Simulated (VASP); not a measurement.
Calculation: PBEsol GGA, VASP's PBE PAW potentials (set 64) (plane waves; VASP).

A VASP calculation is set up with these files.

### POSCAR
```
PdIn
1
    3.1824520098     0.0000000000     0.0000000000
    0.0000000000     3.1824520098     0.0000000000
    0.0000000000     0.0000000000     3.1824520098
In Pd
1 1
Direct
  0.5000000000   0.5000000000   0.5000000000
  0.0000000000   0.0000000000   0.0000000000
```

**KPOINTS**
```
kpoints
0
G
11 11 11
```

**INCAR**
```
SYSTEM = PdIn
PREC = Accurate
ENCUT = 500
EDIFF = 1E-6
NELM = 100
ALGO = Normal
LREAL = .FALSE.
LASPH = .TRUE.
ISMEAR = 1
SIGMA = 0.1
GGA = PS
LMAXMIX = 4
LWAVE = .FALSE.
LCHARG = .FALSE.
IBRION = 2
ISIF = 3
NSW = 40
EDIFFG = -0.02
PSTRESS = 200
```

POTCAR, in this order: In_d Pd (PBE.64 set). Program: vasp_std.

What VASP printed:

File OUTCAR:
```
 ion  position               nearest neighbor table
   1  0.500  0.500  0.500-   2 2.76   2 2.76   2 2.76   2 2.76   2 2.76   2 2.76   2 2.76   2 2.76
  LATTYP: Found a simple cubic cell.
 ALAT       =     3.1824520098
 Subroutine PRICEL returns:
 Original cell was already a primitive cell.
 Subroutine GETGRP returns: Found 48 space group operations
The static configuration has the point symmetry O_h .
The dynamic configuration has the point symmetry O_h .
 Subroutine INISYM returns: Found 48 space group operations
 Subroutine IBZKPT returns following result:
 Found     56 irreducible k-points:

 Following reciprocal coordinates:
            Coordinates               Weight
  0.000000  0.000000  0.000000      1.000000
  0.090909  0.000000  0.000000      6.000000
  0.181818  0.000000  0.000000      6.000000
  0.272727  0.000000  0.000000      6.000000
  0.363636  0.000000  0.000000      6.000000
  0.454545  0.000000  0.000000      6.000000
  0.090909  0.090909  0.000000     12.000000
  0.181818  0.090909  0.000000     24.000000
  0.272727  0.090909  0.000000     24.000000
  0.363636  0.090909  0.000000     24.000000
  0.454545  0.090909  0.000000     24.000000
  0.181818  0.181818  0.000000     12.000000
  0.272727  0.181818  0.000000     24.000000
  0.363636  0.181818  0.000000     24.000000
  0.454545  0.181818  0.000000     24.000000
  0.272727  0.272727  0.000000     12.000000
  0.363636  0.272727  0.000000     24.000000
  0.454545  0.272727  0.000000     24.000000
  0.363636  0.363636  0.000000     12.000000
  0.454545  0.363636  0.000000     24.000000
  0.454545  0.454545  0.000000     12.000000
  0.090909  0.090909  0.090909      8.000000
  0.181818  0.090909  0.090909     24.000000
  0.272727  0.090909  0.090909     24.000000
  0.363636  0.090909  0.090909     24.000000
  0.454545  0.090909  0.090909     24.000000
  0.181818  0.181818  0.090909     24.000000
  0.272727  0.181818  0.090909     48.000000
  0.363636  0.181818  0.090909     48.000000
  0.454545  0.181818  0.090909     48.000000
  0.272727  0.272727  0.090909     24.000000
  0.363636  0.272727  0.090909     48.000000
  0.454545  0.272727  0.090909     48.000000
  0.363636  0.363636  0.090909     24.000000
  0.454545  0.363636  0.090909     48.000000
  0.454545  0.454545  0.090909     24.000000
  0.181818  0.181818  0.181818      8.000000
  0.272727  0.181818  0.181818     24.000000
  0.363636  0.181818  0.181818     24.000000
  0.454545  0.181818  0.181818     24.000000
   k-points           NKPTS =     56   k-points in BZ     NKDIM =     56   number of bands    NBANDS=     15
   number of dos      NEDOS =    301   number of ions     NIONS =      2
   total plane-waves  NPLWV =  13824
   dimension x,y,z NGX =    24 NGY =   24 NGZ =   24
   dimension x,y,z NGXF=    48 NGYF=   48 NGZF=   48
   ions per type =               1   1
   PREC   = accura    normal or accurate (medium, high low for compatibility)
   ISTART =      0    job   : 0-new  1-cont  2-samecut
   ICHARG =      2    charge: 1-file 2-atom 10-const
   ISPIN  =      1    spin polarized calculation?
   LNONCOLLINEAR =      F non collinear calculations
   LSORBIT =      F    spin-orbit coupling
   INIWAV =      1    electr: 0-lowe 1-rand  2-diag
   ENCUT  =  500.0 eV  36.75 Ry    6.06 a.u.   5.80  5.80  5.80*2*pi/ulx,y,z
   NELM   =    100;   NELMIN=  2; NELMDL= -5     # of ELM steps
   EDIFF  = 0.1E-05   stopping-criterion for ELM
   LREAL  =      F    real-space projection
   NLSPLINE    = F    spline interpolate recip. space projectors
   LMAXMIX     =    4 max onsite mixed and CHGCAR
   VOSKOWN=      0    Vosko Wilk Nusair interpolation
...
```

**OSZICAR**
```
       N       E                     dE             d eps       ncg     rms          rms(c)
DAV:   1     0.158511976564E+03    0.15851E+03   -0.11174E+04  1708   0.198E+03
DAV:   2    -0.299617193272E+01   -0.16151E+03   -0.15729E+03  1778   0.405E+02
DAV:   3    -0.101495861660E+02   -0.71534E+01   -0.71116E+01  2079   0.927E+01
DAV:   4    -0.102687619023E+02   -0.11918E+00   -0.11916E+00  2091   0.112E+01
DAV:   5    -0.102735387870E+02   -0.47769E-02   -0.47768E-02  2489   0.198E+00    0.844E+00
DAV:   6    -0.100073778458E+02    0.26616E+00   -0.80458E-01  1883   0.126E+01    0.376E+00
DAV:   7    -0.995737895455E+01    0.49999E-01   -0.10029E-01  2301   0.682E+00    0.187E+00
DAV:   8    -0.994573361000E+01    0.11645E-01   -0.24781E-02  2191   0.177E+00    0.485E-01
DAV:   9    -0.994446739477E+01    0.12662E-02   -0.23785E-03  2163   0.930E-01    0.713E-02
DAV:  10    -0.994445373326E+01    0.13662E-04   -0.62968E-05  2435   0.142E-01    0.247E-02
DAV:  11    -0.994445351461E+01    0.21865E-06   -0.42034E-06  1869   0.227E-02
   1 F= -.59209443E+01 E0= -.59205794E+01  d E =-.592094E+01
       N       E                     dE             d eps       ncg     rms          rms(c)
DAV:   1    -0.154317369894E+02   -0.54873E+01   -0.12124E+02  1848   0.181E+02    0.237E+01
DAV:   2    -0.969770586260E+01    0.57340E+01   -0.19971E+01  1799   0.820E+01    0.475E+00
DAV:   3    -0.924140842030E+01    0.45630E+00   -0.12712E+00  2220   0.325E+01    0.349E+00
DAV:   4    -0.918706972833E+01    0.54339E-01   -0.13369E-01  2622   0.582E+00    0.313E+00
DAV:   5    -0.917599379497E+01    0.11076E-01   -0.40722E-02  2058   0.276E+00    0.935E-01
DAV:   6    -0.917474401449E+01    0.12498E-02   -0.24216E-03  1834   0.492E-01    0.243E-01
DAV:   7    -0.917483857889E+01   -0.94564E-04   -0.16959E-04  2526   0.284E-01    0.803E-02
DAV:   8    -0.917483268440E+01    0.58945E-05   -0.21389E-05  2351   0.972E-02    0.620E-03
DAV:   9    -0.917483336944E+01   -0.68504E-06   -0.84597E-07  1225   0.116E-02
   2 F= -.57088472E+01 E0= -.57087202E+01  d E =0.212097E+00
       N       E                     dE             d eps       ncg     rms          rms(c)
DAV:   1    -0.126048296436E+02   -0.34300E+01   -0.65758E+01  1855   0.174E+02    0.107E+01
DAV:   2    -0.101268064542E+02    0.24780E+01   -0.83720E+00  1813   0.431E+01    0.451E+00
DAV:   3    -0.986678128053E+01    0.26003E+00   -0.55258E-01  2247   0.171E+01    0.203E+00
DAV:   4    -0.981871465373E+01    0.48067E-01   -0.12077E-01  2570   0.725E+00    0.128E+00
DAV:   5    -0.981611037455E+01    0.26043E-02   -0.55018E-03  2221   0.978E-01    0.756E-01
DAV:   6    -0.981433516745E+01    0.17752E-02   -0.24521E-03  2107   0.459E-01    0.105E-01
DAV:   7    -0.981435437665E+01   -0.19209E-04   -0.72489E-05  2572   0.874E-02    0.557E-02
DAV:   8    -0.981435511508E+01   -0.73843E-06   -0.30023E-06  1990   0.363E-02
   3 F= -.59695366E+01 E0= -.59692747E+01  d E =-.485924E-01
       N       E                     dE             d eps       ncg     rms          rms(c)
DAV:   1    -0.981029844476E+01    0.40559E-02   -0.82089E-03  1869   0.171E+00    0.140E-01
DAV:   2    -0.980995611520E+01    0.34233E-03   -0.12822E-03  1785   0.523E-01    0.410E-02
DAV:   3    -0.980992356485E+01    0.32550E-04   -0.86780E-05  2248   0.218E-01    0.193E-02
DAV:   4    -0.980991926374E+01    0.43011E-05   -0.13108E-05  2451   0.714E-02    0.187E-02
DAV:   5    -0.980992011952E+01   -0.85578E-06   -0.15889E-06  1774   0.126E-02
   4 F= -.59695958E+01 E0= -.59693365E+01  d E =-.486515E-01
```

### OUTCAR
```
------------------------ aborting loop because EDIFF is reached ----------------------------------------
  FORCE on cell =-STRESS in cart. coord.  units (eV):
  Direction    XX          YY          ZZ          XY          YZ          ZX
  --------------------------------------------------------------------------------------
  Total        3.8086391      3.8086391      3.8086391     -0.0000000      0.0000000     -0.0000000
  in kB      198.3498672    198.3498672    198.3498672     -0.0000000      0.0000000     -0.0000000
  external PRESSURE =      -1.6501328 kB  Pullay stress =     200.0000000 kB
  volume of cell :       30.76
      direct lattice vectors                 reciprocal lattice vectors
     3.133402333  0.000000000  0.000000000     0.319141908  0.000000000  0.000000000
    -0.000000000  3.133402333  0.000000000    -0.000000000  0.319141908  0.000000000
    -0.000000000 -0.000000000  3.133402333    -0.000000000 -0.000000000  0.319141908
 POSITION                                       TOTAL-FORCE (eV/Angst)
 -----------------------------------------------------------------------------------
      1.56670      1.56670      1.56670        -0.000000     -0.000000      0.000000
      0.00000      0.00000      0.00000         0.000000      0.000000      0.000000
 -----------------------------------------------------------------------------------
    total drift:                                0.000000      0.000000     -0.000000
  FREE ENERGIE OF THE ION-ELECTRON SYSTEM (eV)
  ---------------------------------------------------
  free  energy   TOTEN  =        -9.8099201195 eV

  energy  without entropy=       -9.8091420953  energy(sigma->0) =       -9.80966078
  enthalpy is  TOTEN    =        -5.9695958158 eV   P V=        3.8403243037

 reached required accuracy - stopping structural energy minimisation
```
(Selected blocks of OUTCAR.)

CONTCAR:
```
PdIn
   1.00000000000000
     3.1334023333736605    0.0000000000000000    0.0000000000000000
    -0.0000000000000000    3.1334023333736605    0.0000000000000000
    -0.0000000000000000   -0.0000000000000000    3.1334023333736605
  In              Pd
     1     1
Direct
     0.5000000000000000    0.5000000000000000    0.5000000000000000
     0.0000000000000000    0.0000000000000000    0.0000000000000000
```

Energy and stress use the plane-wave basis of the starting cell.

The compound is PdIn in the CsCl type structure. This run relaxes it under an external pressure of 20 GPa. Symmetry was kept, so distortions that lower it aren't found. The electron count is odd and the run is not spin-polarised, which forces a metal.
